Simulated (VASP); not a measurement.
# Tb: phonons from a supercell, part 2 of 3

Wanted: whether Tb is dynamically stable, and its vibrational spectrum. The start is a cell from a database of measured crystal structures.

VASP 6.6.1; PBEsol, 4f electrons in the core; plane waves and PAW (Tb_3).

Still holding for the runs below: The data set Tb_3 holds the 4f electrons frozen in the core, so no f bands or f moments appear.

So far. Step 2 (Relax the host): The run ended after 5 ionic steps, 0.019 eV below its first step, once forces and stress met EDIFFG = -0.02. Step 3 (Tight relaxation): The run ended after 4 ionic steps, 0.000 eV below its first step, once forces and stress met EDIFFG = -0.002.

## 4. Force constants in the supercell

System of this step: Tb. Symmetry: P6_3/mmc, No. 194, hexagonal system. The conventional cell has a = 3.554 Å, b = 3.554 Å, c = 5.571 Å, α = 90.00°, β = 90.00°, γ = 120.00°. Nearest to Tb lie 12 Tb at 3.46 to 3.55 Å.

Each independent atom is moved by 0.015 Å both ways; the forces give the force constants out to half the supercell.

The input, INCAR:

```
SYSTEM = Tb
PREC = Accurate
ENCUT = 350
EDIFF = 1E-07
NELM = 120
ISMEAR = 1
SIGMA = 0.2
LREAL = Auto
ALGO = Fast
GGA = PS
NBANDS = 188
LASPH = .TRUE.
LWAVE = .FALSE.
LCHARG = .FALSE.
KPAR = 4
IBRION = 6
NSW = 1
NFREE = 2
POTIM = 0.015
ISIF = 0
ADDGRID = .TRUE.
```

The input, POSCAR:

```
Tb
1.0
   10.6607933556      0.0000000000      0.0000000000
   -5.3303966775      9.2325178701      0.0000000000
    0.0000000000      0.0000000000     11.1415320066
Tb
36
Direct
    0.2222222222      0.1111111111      0.3750000000
    0.2222222222      0.1111111111      0.8750000000
    0.2222222222      0.4444444444      0.3750000000
    0.2222222222      0.4444444444      0.8750000000
    0.2222222222      0.7777777778      0.3750000000
    0.2222222222      0.7777777778      0.8750000000
    0.5555555556      0.1111111111      0.3750000000
    0.5555555556      0.1111111111      0.8750000000
    0.5555555556      0.4444444444      0.3750000000
    0.5555555556      0.4444444444      0.8750000000
    0.5555555556      0.7777777778      0.3750000000
    0.5555555556      0.7777777778      0.8750000000
    0.8888888889      0.1111111111      0.3750000000
    0.8888888889      0.1111111111      0.8750000000
    0.8888888889      0.4444444444      0.3750000000
    0.8888888889      0.4444444444      0.8750000000
    0.8888888889      0.7777777778      0.3750000000
    0.8888888889      0.7777777778      0.8750000000
    0.1111111111      0.2222222222      0.1250000000
    0.1111111111      0.2222222222      0.6250000000
    0.1111111111      0.5555555556      0.1250000000
    0.1111111111      0.5555555556      0.6250000000
    0.1111111111      0.8888888889      0.1250000000
    0.1111111111      0.8888888889      0.6250000000
    0.4444444444      0.2222222222      0.1250000000
    0.4444444444      0.2222222222      0.6250000000
    0.4444444444      0.5555555556      0.1250000000
    0.4444444444      0.5555555556      0.6250000000
    0.4444444444      0.8888888889      0.1250000000
    0.4444444444      0.8888888889      0.6250000000
    0.7777777778      0.2222222222      0.1250000000
    0.7777777778      0.2222222222      0.6250000000
    0.7777777778      0.5555555556      0.1250000000
    0.7777777778      0.5555555556      0.6250000000
    0.7777777778      0.8888888889      0.1250000000
    0.7777777778      0.8888888889      0.6250000000
```

The input, KPOINTS:

```
Automatic mesh
0
Gamma
4 4 3
0 0 0
```

PAW data sets: Tb_3 (PBE family, release 64).

Command:

```bash
mpirun -np 4 vasp_std
```

What it wrote:

```text
[banner, memory and clock lines left out]
running    4 mpi-ranks, on    1 nodes
 distrk:  each k-point on    1 cores,    4 groups
 distr:  one band on    1 cores,    1 groups

 POSCAR found type information on POSCAR Tb
 POSCAR found :  1 types and      36 ions
 [... a notice as in an earlier step ...]

 LDA part: xc-table for (Slater+PW92), standard interpolation
 POSCAR, INCAR and KPOINTS ok, starting setup
 FFT: planning ... GRIDC
 FFT: planning ... GRID_SOFT
 FFT: planning ... GRID
 WAVECAR not read
 entering main loop
       N       E                     dE             d eps       ncg     rms          rms(c)
DAV:   1     0.142081332255E+04    0.14208E+04   -0.12323E+05  3016   0.117E+03
DAV:   2    -0.217831146636E+02   -0.14426E+04   -0.14037E+04  3008   0.368E+02
DAV:   3    -0.165996486238E+03   -0.14421E+03   -0.13601E+03  3984   0.677E+01
DAV:   4    -0.178802868418E+03   -0.12806E+02   -0.11714E+02  3768   0.126E+01
DAV:   5    -0.179600198793E+03   -0.79733E+00   -0.75123E+00  3760   0.272E+00    0.103E+02
RMM:   6    -0.179532241539E+03    0.67957E-01   -0.68896E-01  3134   0.168E+00    0.618E+01
RMM:   7    -0.179653989077E+03   -0.12175E+00   -0.11895E+00  3337   0.221E+00    0.117E+00
RMM:   8    -0.179672233994E+03   -0.18245E-01   -0.29130E-01  3811   0.104E+00    0.494E-01
RMM:   9    -0.179679058295E+03   -0.68243E-02   -0.84677E-02  4071   0.342E-01    0.341E-01
RMM:  10    -0.179681017265E+03   -0.19590E-02   -0.37732E-02  3664   0.249E-01    0.557E-01
RMM:  11    -0.179681727881E+03   -0.71062E-03   -0.15813E-02  3861   0.110E-01    0.572E-02
RMM:  12    -0.179682460893E+03   -0.73301E-03   -0.72201E-03  4089   0.494E-02    0.151E-01
RMM:  13    -0.179682690480E+03   -0.22959E-03   -0.22704E-03  4041   0.262E-02    0.301E-02
RMM:  14    -0.179682770795E+03   -0.80315E-04   -0.10371E-03  3655   0.251E-02    0.103E-02
RMM:  15    -0.179682831461E+03   -0.60666E-04   -0.61481E-04  4086   0.133E-02    0.127E-02
RMM:  16    -0.179682850450E+03   -0.18989E-04   -0.18898E-04  3966   0.723E-03    0.519E-03
RMM:  17    -0.179682862666E+03   -0.12216E-04   -0.12603E-04  2881   0.419E-03    0.144E-02
 num prob RMM:  18    -0.179682864390E+03   -0.17246E-05   -0.19619E-05  2563   0.257E-03    0.117E-02
RMM:  19    -0.179682865987E+03   -0.15964E-05   -0.16319E-05  2416   0.165E-03    0.124E-02
RMM:  20    -0.179682864835E+03    0.11514E-05    0.11257E-05  1507   0.115E-03    0.836E-03
RMM:  21    -0.179682864257E+03    0.57850E-06    0.62675E-06  2270   0.914E-04    0.829E-03
RMM:  22    -0.179682862911E+03    0.13455E-05    0.13204E-05  1935   0.706E-04    0.507E-03
RMM:  23    -0.179682862167E+03    0.74393E-06    0.83997E-06  2175   0.683E-04    0.377E-03
RMM:  24    -0.179682861195E+03    0.97201E-06    0.98047E-06  2070   0.490E-04    0.254E-03
RMM:  25    -0.179682860526E+03    0.66882E-06    0.68878E-06  1182   0.340E-04    0.213E-03
RMM:  26    -0.179682859893E+03    0.63355E-06    0.66113E-06  1817   0.331E-04    0.946E-04
RMM:  27    -0.179682859373E+03    0.51979E-06    0.51235E-06   988   0.224E-04    0.525E-04
RMM:  28    -0.179682858920E+03    0.45359E-06    0.45397E-06   893   0.210E-04    0.410E-04
RMM:  29    -0.179682858546E+03    0.37307E-06    0.37369E-06   826   0.191E-04    0.400E-04
RMM:  30    -0.179682858216E+03    0.33005E-06    0.32641E-06   777   0.181E-04    0.399E-04
RMM:  31    -0.179682857936E+03    0.28073E-06    0.27853E-06   736   0.172E-04    0.399E-04
RMM:  32    -0.179682857690E+03    0.24561E-06    0.24604E-06   690   0.169E-04    0.399E-04
RMM:  33    -0.179682857465E+03    0.22463E-06    0.22097E-06   664   0.162E-04    0.399E-04
RMM:  34    -0.179682857270E+03    0.19514E-06    0.19447E-06   631   0.160E-04    0.399E-04
RMM:  35    -0.179682857091E+03    0.17923E-06    0.17815E-06   611   0.159E-04    0.399E-04
RMM:  36    -0.179682856932E+03    0.15928E-06    0.15919E-06   578   0.158E-04    0.399E-04
RMM:  37    -0.179682856784E+03    0.14817E-06    0.14801E-06   554   0.158E-04    0.398E-04
RMM:  38    -0.179682856650E+03    0.13369E-06    0.13379E-06   533   0.158E-04    0.398E-04
RMM:  39    -0.179682856523E+03    0.12685E-06    0.12562E-06   516   0.158E-04    0.398E-04
RMM:  40    -0.179682856408E+03    0.11481E-06    0.11442E-06   486   0.157E-04    0.398E-04
RMM:  41    -0.179682856300E+03    0.10782E-06    0.10778E-06   473   0.157E-04    0.398E-04
RMM:  42    -0.179682856202E+03    0.98855E-07    0.98445E-07   461   0.157E-04
   1 F= -.17968286E+03 E0= -.17965403E+03  d E =-.864922E-01
 Found     2 degrees of freedom:
 Finite differences POTIM= 0.01500 DOF=   2
 bond charge predicted
       N       E                     dE             d eps       ncg     rms          rms(c)
DAV:   1    -0.179680201524E+03    0.26548E-02   -0.46598E-01  8008   0.172E+00    0.222E-01
RMM:   2    -0.179681920145E+03   -0.17186E-02   -0.19626E-02  8917   0.349E-01    0.116E-01
RMM:   3    -0.179682389484E+03   -0.46934E-03   -0.43334E-03 10202   0.176E-01    0.530E-02
RMM:   4    -0.179682455086E+03   -0.65602E-04   -0.67881E-04 10227   0.514E-02    0.451E-02
RMM:   5    -0.179682466358E+03   -0.11272E-04   -0.15572E-04 10220   0.265E-02    0.366E-02
RMM:   6    -0.179682467807E+03   -0.14495E-05   -0.63870E-05 10083   0.136E-02    0.109E-02
WARNING in EDDRMM: call to ZHEGV failed, returncode =   8  4    110
WARNING in EDDRMM: call to ZHEGV failed, returncode =   8  4    110
RMM:   7    -0.179682470122E+03   -0.23150E-05   -0.23682E-05 10144   0.722E-03    0.782E-03
 num prob  num prob  num prob  num prob RMM:   8    -0.179682470473E+03   -0.35076E-06   -0.78844E-06  9703   0.362E-03    0.376E-03
RMM:   9    -0.179682470540E+03   -0.67474E-07   -0.34589E-06  9505   0.289E-03    0.185E-03
 num prob  num prob  num prob  num prob  num prob RMM:  10    -0.179682470688E+03   -0.14817E-06   -0.15500E-06  5963   0.141E-03    0.110E-03
 num prob  num prob RMM:  11    -0.179682470742E+03   -0.53744E-07   -0.61103E-07  5454   0.707E-04
   2 F= -.17968247E+03 E0= -.17965365E+03  d E =-.864633E-01
[...]
3 F= -.17968247E+03 E0= -.17965365E+03  d E =-.864631E-01
[...]
4 F= -.17968246E+03 E0= -.17965365E+03  d E =-.864507E-01
 Finite differences progress:
  Degree of freedom:   2/  2
  Displacement:        1/  2
  Total:               3/  4
 bond charge predicted
       N       E                     dE             d eps       ncg     rms          rms(c)
DAV:   1    -0.179674436273E+03    0.80272E-02   -0.17294E+00  3424   0.326E+00    0.514E-01
RMM:   2    -0.179680651812E+03   -0.62155E-02   -0.73499E-02  4045   0.666E-01    0.344E-01
RMM:   3    -0.179682245677E+03   -0.15939E-02   -0.16703E-02  4577   0.334E-01    0.193E-01
RMM:   4    -0.179682386480E+03   -0.14080E-03   -0.26247E-03  4592   0.100E-01    0.828E-02
RMM:   5    -0.179682440089E+03   -0.53610E-04   -0.69154E-04  4606   0.505E-02    0.770E-02
RMM:   6    -0.179682448445E+03   -0.83554E-05   -0.24544E-04  4539   0.242E-02    0.287E-02
RMM:   7    -0.179682456206E+03   -0.77616E-05   -0.10333E-04  4561   0.144E-02    0.134E-02
RMM:   8    -0.179682459141E+03   -0.29349E-05   -0.40690E-05  4534   0.838E-03    0.898E-03
RMM:   9    -0.179682460091E+03   -0.94961E-06   -0.14906E-05  4397   0.432E-03    0.609E-03
 num prob  num prob  num prob RMM:  10    -0.179682460678E+03   -0.58681E-06   -0.70605E-06  3831   0.238E-03    0.322E-03
 num prob  num prob RMM:  11    -0.179682460964E+03   -0.28667E-06   -0.30761E-06  2769   0.145E-03    0.138E-03
 num prob  num prob  num prob RMM:  12    -0.179682461105E+03   -0.14095E-06   -0.15437E-06  2511   0.722E-04    0.803E-04
 num prob  num prob  num prob RMM:  13    -0.179682461157E+03   -0.51597E-07   -0.57195E-07  2020   0.455E-04
   5 F= -.17968246E+03 E0= -.17965364E+03  d E =-.864506E-01
 Finite differences progress:
  Degree of freedom:   2/  2
  Displacement:        2/  2
  Total:               4/  4
```

Wall time 58 min (4 MPI ranks of Intel Xeon 6975P-C (Granite Rapids), shared host); peak memory 12 GiB; 3.6 h of CPU time.

(Part 2 of 3 ends here.)

[Lines on the potential files, build, host, timing and source positions are cut from VASP's logs without a mark.]

[Logs are printed without paths, hosts, clocks, repeated set-up lines and the standing remarks that a program may print on its own settings, such as how far it seeks lower states.]

[Hosts, paths, dates, database ids (printed as entryN), source tags and the programs' standing remarks are cut or masked in the printed files.]

[Runs that stopped without an error message from VASP are left out.]
